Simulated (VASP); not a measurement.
Computed with r2SCAN meta-GGA, VASP's PBE PAW potentials (set 64) (plane waves; VASP).

Input for VASP

### KPOINTS
```
Regular mesh
0
gamma
 17 17 9
0 0 0
```

File KPOINTS_OPT:
```
k-points along high-symmetry lines
6
Line-mode
Reciprocal
  0.000000   0.000000   0.000000 ! GAMMA
  0.500000   0.000000   0.000000 ! M

  0.500000   0.000000   0.000000 ! M
  0.333333   0.333333   0.000000 ! K

  0.333333   0.333333   0.000000 ! K
  0.000000   0.000000   0.000000 ! GAMMA

  0.000000   0.000000   0.000000 ! GAMMA
  0.000000   0.000000   0.500000 ! A

  0.000000   0.000000   0.500000 ! A
  0.500000   0.000000   0.500000 ! L

  0.500000   0.000000   0.500000 ! L
  0.333333   0.333333   0.500000 ! H

  0.333333   0.333333   0.500000 ! H
  0.000000   0.000000   0.500000 ! A

  0.500000   0.000000   0.500000 ! L
  0.500000   0.000000   0.000000 ! M

  0.333333   0.333333   0.500000 ! H
  0.333333   0.333333   0.000000 ! K
```

**INCAR**
```
SYSTEM = Pt
PREC = Accurate
ENCUT = 400
EDIFF = 1E-7
NELM = 100
ALGO = Normal
LREAL = .FALSE.
LASPH = .TRUE.
ISMEAR = -5
METAGGA = R2SCAN
LMIXTAU = .TRUE.
LMAXMIX = 6
LWAVE = .FALSE.
LCHARG = .FALSE.
LORBIT = 11
NEDOS = 601
ISIF = 2
```

**POSCAR**
```
Pt
9.5195250
  0.2874525340   0.0000000009   0.0000000000
 -0.1437263180   0.2489411810   0.0000000000
  0.0000000000   0.0000000000   0.4999999991
Pt
2
Cartesian
 -0.0000001777   0.1659608706   0.1249999998
  0.1437263937   0.0829803113   0.3749999993
```

POTCAR, in this order: Pt (PBE.64 set). Program: vasp_std.

Unless said otherwise, spin-orbit coupling is left out, though it shifts the bands of the heavy elements here.

Problem. Predict the energy per atom (σ→0), band gap (over mesh and band path).

Solution. 
| Property | Result |
|---|---|
| energy per atom (σ→0) | -51.444 eV/atom |
| band gap (over mesh and band path) | none (metal, semimetal or under 0.01 eV) |

File OSZICAR:
```
...
DAV:  19    -0.102888206957E+03   -0.10084E-04   -0.96398E-06  5292   0.289E-02    0.516E-03
DAV:  20    -0.102888205826E+03    0.11311E-05   -0.93898E-07  5088   0.965E-03    0.287E-03
DAV:  21    -0.102888205672E+03    0.15346E-06   -0.21355E-07  3534   0.474E-03    0.224E-03
DAV:  22    -0.102888204430E+03    0.12420E-05   -0.30455E-07  3546   0.552E-03    0.540E-04
DAV:  23    -0.102888204668E+03   -0.23817E-06   -0.23320E-08  2388   0.164E-03    0.115E-04
DAV:  24    -0.102888204670E+03   -0.16469E-08   -0.11339E-09  2358   0.302E-04
   1 F= -.10288820E+03 E0= -.10288820E+03  d E =0.000000E+00
       N       E                     dE             ncg
```

The structure was generated: Pt was put into the hcp type (P6_3/mmc), which need not be its known phase. It was relaxed first.
